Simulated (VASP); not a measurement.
# How a change of volume changes TiO2 (P4_2/mnm)

Strain engineering needs slopes: what does a change of volume do to the lattice and the band edges of TiO2?

Method: LDA, no spin polarisation; plane waves and PAW (Ti_sv, O), in the first sound run; inputs show where later runs differ, in VASP 6.6.1.

### Step 1. Set-up

It takes space group P4_2/mnm (No. 136, tetragonal). The conventional cell has a = 4.594 Å, b = 4.594 Å, c = 2.959 Å, α = 90.00°, β = 90.00°, γ = 90.00°. Ti has 6 O at 1.94 to 1.99 Å nearest. Nearest to O lie 3 Ti at 1.94 to 1.99 Å. Farther neighbours and most contacts between anions are not listed.

Structure file:

```cif
data_structure
_symmetry_space_group_name_H-M 'P4_2/mnm'
_symmetry_Int_Tables_number 136
_cell_length_a 4.5940
_cell_length_b 4.5940
_cell_length_c 2.9590
_cell_angle_alpha 90.000
_cell_angle_beta 90.000
_cell_angle_gamma 90.000
_cell_volume 62.45
loop_
_atom_site_label
_atom_site_type_symbol
_atom_site_symmetry_multiplicity
_atom_site_Wyckoff_symbol
_atom_site_fract_x
_atom_site_fract_y
_atom_site_fract_z
_atom_site_occupancy
Ti1 Ti 2 a 0.00000 0.00000 0.00000 1
O1 O 4 f 0.30600 0.30600 0.00000 1
```

### Step 2. Relax the crystal, LDA

The series starts from the cell that this level prefers, so that zero strain is near zero stress.

This step took 2 runs in a row; the last is shown.

Level: LDA, no spin polarisation; plane waves and PAW (Ti_sv, O).

INCAR

```
SYSTEM = TiO2
PREC = Accurate
ENCUT = 600
EDIFF = 1E-07
NELM = 120
ISMEAR = 0
SIGMA = 0.02
LREAL = .FALSE.
ALGO = Normal
GGA = CA
NBANDS = 30
LASPH = .TRUE.
LORBIT = 11
LWAVE = .FALSE.
LCHARG = .FALSE.
KPAR = 16
IBRION = 2
NSW = 40
ISIF = 3
EDIFFG = -0.005
POTIM = 0.4
```

POSCAR

```
TiO2
1.0
    4.5518920614      0.0000000000      0.0000000000
    0.0000000000      4.5518920614      0.0000000000
    0.0000000000      0.0000000000      2.9216695148
Ti O
2 4
Direct
    0.0000000000      0.0000000000      0.0000000000
    0.5000000000      0.5000000000      0.5000000000
    0.3038429725      0.3038429725      0.0000000000
    0.1961570275      0.8038429725      0.5000000000
    0.6961570275      0.6961570275      0.0000000000
    0.8038429725      0.1961570275      0.5000000000
```

KPOINTS

```
Automatic mesh
0
Gamma
7 7 10
0 0 0
```

PAW data sets: Ti_sv and O (LDA family, release 64).

The run is started by

```bash
$ mpirun -np 16 vasp_std
```

Log:

```text
[banner, memory and clock lines left out]
running   16 mpi-ranks, on    1 nodes
[...]
|                                                                             |
|           W    W    AA    RRRRR   N    N  II  N    N   GGGG   !!!           |
|           W    W   A  A   R    R  NN   N  II  NN   N  G    G  !!!           |
|           W    W  A    A  R    R  N N  N  II  N N  N  G       !!!           |
|           W WW W  AAAAAA  RRRRR   N  N N  II  N  N N  G  GGG   !            |
|           WW  WW  A    A  R   R   N   NN  II  N   NN  G    G                |
|           W    W  A    A  R    R  N    N  II  N    N   GGGG   !!!           |
|                                                                             |
|     For optimal performance we recommend to set                             |
|       NCORE = 2 up to number-of-cores-per-socket                            |
|     NCORE specifies how many cores store one orbital (NPAR=cpu/NCORE).      |
|     This setting can greatly improve the performance of VASP for DFT.       |
[...]
DAV:   7    -0.587883933058E+02   -0.14432E-06   -0.19073E-07  2960   0.329E-03    0.219E-03
DAV:   8    -0.587883933787E+02   -0.72911E-07   -0.23311E-07  3052   0.454E-03
   2 F= -.58788393E+02 E0= -.58788393E+02  d E =0.505509E-05
 trial-energy change:    0.000005  1 .order    0.000002   -0.000027    0.000031
 step:   0.3903(harm=  0.4645)  dis= 0.00001  next Energy=   -58.788403 (dE=-0.506E-05)
[...]
N       E                     dE             d eps       ncg     rms          rms(c)
DAV:   1    -0.587884635544E+02   -0.70249E-04   -0.19222E-03  4548   0.467E-01    0.719E-02
DAV:   2    -0.587884119186E+02    0.51636E-04   -0.22635E-04  4492   0.141E-01    0.291E-02
DAV:   3    -0.587884011254E+02    0.10793E-04   -0.79444E-05  3896   0.557E-02    0.771E-03
DAV:   4    -0.587884013402E+02   -0.21475E-06   -0.15772E-05  4870   0.201E-02    0.637E-03
DAV:   5    -0.587884017569E+02   -0.41673E-06   -0.94294E-07  4136   0.943E-03    0.345E-03
DAV:   6    -0.587884025488E+02   -0.79184E-06   -0.17511E-06  5292   0.533E-03    0.224E-03
DAV:   7    -0.587884026050E+02   -0.56217E-07   -0.61552E-08  1856   0.199E-03
   3 F= -.58788403E+02 E0= -.58788403E+02  d E =-.417118E-05
[...]
reached required accuracy - stopping structural energy minimisation
```

Run time: 32 s. Hardware: 16 MPI ranks of AMD EPYC 7R32 (Zen 2), shared host; peak memory 3.7 GiB; 5.4 min of CPU time.

The logs omit lines about the potential files and the build; timing stands in the text.

OUTCAR, selected parts (step 2):

```text
  Total       -0.0003574     -0.0003574     -0.0067692      0.0000000      0.0000000      0.0000000
  in kB       -0.0094567     -0.0094567     -0.1791060      0.0000000      0.0000000      0.0000000
  external PRESSURE =      -0.0660065 kB  Pullay stress =       0.0000000 kB

 POSITION                                       TOTAL-FORCE (eV/Angst)
 -----------------------------------------------------------------------------------
      0.00000      0.00000      0.00000         0.000000      0.000000     -0.000000
      2.27616      2.27616      1.46097         0.000000      0.000000     -0.000000
      1.38318      1.38318      0.00000         0.000635      0.000635     -0.000000
      0.89298      3.65934      1.46097        -0.000635      0.000635     -0.000000
      3.16913      3.16913      0.00000        -0.000635     -0.000635      0.000000
      3.65934      0.89298      1.46097         0.000635     -0.000635      0.000000
 -----------------------------------------------------------------------------------
    total drift:                                0.000000     -0.000000      0.000000

  FREE ENERGIE OF THE ION-ELECTRON SYSTEM (eV)
  ---------------------------------------------------
  free  energy   TOTEN  =       -58.7884026050 eV

  energy  without entropy=      -58.7884026050  energy(sigma->0) =      -58.78840260

 reached required accuracy - stopping structural energy minimisation

[... 3 further parts left out ...]
[key lines of the parts left out:]
E-fermi :   5.0658
```

This run gave:

- energy(sigma→0) of the program: -58.7884 eV
- stress, compression positive: xx, yy, zz 0.00, 0.00, -0.02 GPa
- volume: 60.553 Å³
- ionic steps: 3

### Step 3. Relax at fixed volume, LDA

One member in full: the volume is scaled by 0.96, and shape and atoms relax at that volume.

Level: LDA, no spin polarisation; plane waves and PAW (Ti_sv, O).

Changes to INCAR since step 2:

```diff
@@ -15,7 +15,7 @@
 LCHARG = .FALSE.
-KPAR = 16
+KPAR = 4
 IBRION = 2
 NSW = 40
-ISIF = 3
-EDIFFG = -0.005
+ISIF = 4
+EDIFFG = -0.004
 POTIM = 0.4
```

POSCAR

```
TiO2
1.0
    4.4907882136      0.0000000000      0.0000000000
    0.0000000000      4.4907882136      0.0000000000
    0.0000000000      0.0000000000      2.8824574574
Ti O
2 4
Direct
    0.0000000000      0.0000000000      0.0000000000
    0.5000000000      0.5000000000      0.5000000000
    0.3038414242      0.3038414242      0.0000000000
    0.1961585758      0.8038414242      0.5000000000
    0.6961585758      0.6961585758      0.0000000000
    0.8038414242      0.1961585758      0.5000000000
```

KPOINTS is that of step 2.

The run is started by

```bash
$ mpirun -np 4 vasp_std
```

Log:

```text
[banner, memory and clock lines left out]
running    4 mpi-ranks, on    1 nodes
[...]
LDA part: xc-table for (Slater(with rela. corr.)+CA(PZ))
 , standard interpolation
 POSCAR, INCAR and KPOINTS ok, starting setup
[...]
entering main loop
       N       E                     dE             d eps       ncg     rms          rms(c)
DAV:   1     0.703353007350E+03    0.70335E+03   -0.26814E+04  3600   0.210E+03
DAV:   2     0.413311409918E+02   -0.66202E+03   -0.62908E+03  3864   0.591E+02
DAV:   3    -0.697643342446E+02   -0.11110E+03   -0.10776E+03  5466   0.213E+02
DAV:   4    -0.749562991026E+02   -0.51920E+01   -0.51853E+01  4948   0.467E+01
[...]
DAV:  14    -0.586955342507E+02    0.16906E-05   -0.46854E-05  4540   0.583E-02    0.107E-02
DAV:  15    -0.586955348537E+02   -0.60296E-06   -0.37603E-06  4486   0.138E-02    0.290E-03
DAV:  16    -0.586955347944E+02    0.59278E-07   -0.30555E-07  3266   0.454E-03
   1 F= -.58695535E+02 E0= -.58695535E+02  d E =-.586955E+02
[... from here on, the cycles between the ionic steps are left out ...]
   2 F= -.58701177E+02 E0= -.58701177E+02  d E =-.564265E-02
   3 F= -.58701185E+02 E0= -.58701185E+02  d E =-.565045E-02
   4 F= -.58701233E+02 E0= -.58701233E+02  d E =-.475666E-04
   5 F= -.58701240E+02 E0= -.58701240E+02  d E =-.546657E-04
[...]
reached required accuracy - stopping structural energy minimisation
```

Wall time 1.9 min (4 MPI ranks); peak memory 0.81 GiB; 5.1 min of CPU time.

Parts of OUTCAR (step 3):

```text
  Total        3.9664338      3.9664338      3.9640726      0.0000000      0.0000000      0.0000000
  in kB      109.3207842    109.3207842    109.2557059      0.0000000      0.0000000      0.0000000
  external PRESSURE =     109.2990914 kB  Pullay stress =       0.0000000 kB

 POSITION                                       TOTAL-FORCE (eV/Angst)
 -----------------------------------------------------------------------------------
      0.00000      0.00000      0.00000        -0.000000     -0.000000      0.000000
      2.23959      2.23959      1.44870        -0.000000     -0.000000      0.000000
      1.35598      1.35598      0.00000         0.000249      0.000249      0.000000
      0.88362      3.59557      1.44870        -0.000249      0.000249      0.000000
      3.12321      3.12321      0.00000        -0.000249     -0.000249     -0.000000
      3.59557      0.88362      1.44870         0.000249     -0.000249     -0.000000
 -----------------------------------------------------------------------------------
    total drift:                               -0.000000      0.000000     -0.000000

  FREE ENERGIE OF THE ION-ELECTRON SYSTEM (eV)
  ---------------------------------------------------
  free  energy   TOTEN  =       -58.7012399119 eV

  energy  without entropy=      -58.7012399119  energy(sigma->0) =      -58.70123991

[... 2 parts as in an earlier step ...]

[... 2 further parts left out ...]
[key lines of the parts left out:]
E-fermi :   5.6048
```

Read from the output:

| Item | Value |
| --- | --- |
| energy(sigma→0) of the program | -58.7012 eV |
| stress, compression positive | xx, yy, zz 10.93, 10.93, 10.93 GPa |
| ionic steps | 5 |

[end of part 1 of 3]

[Lines on the potential files, build, host, timing and source positions are cut from VASP's logs without a mark.]

[Logs are printed without paths, hosts, clocks, repeated set-up lines and the standing remarks that a program may print on its own settings, such as how far it seeks lower states.]

[Hosts, paths, dates, database ids (printed as entryN), source tags and the programs' standing remarks are cut or masked in the printed files.]

[In band tables of VASP the shares of atoms and orbitals are scaled to a sum of 1 inside the atoms' spheres.]
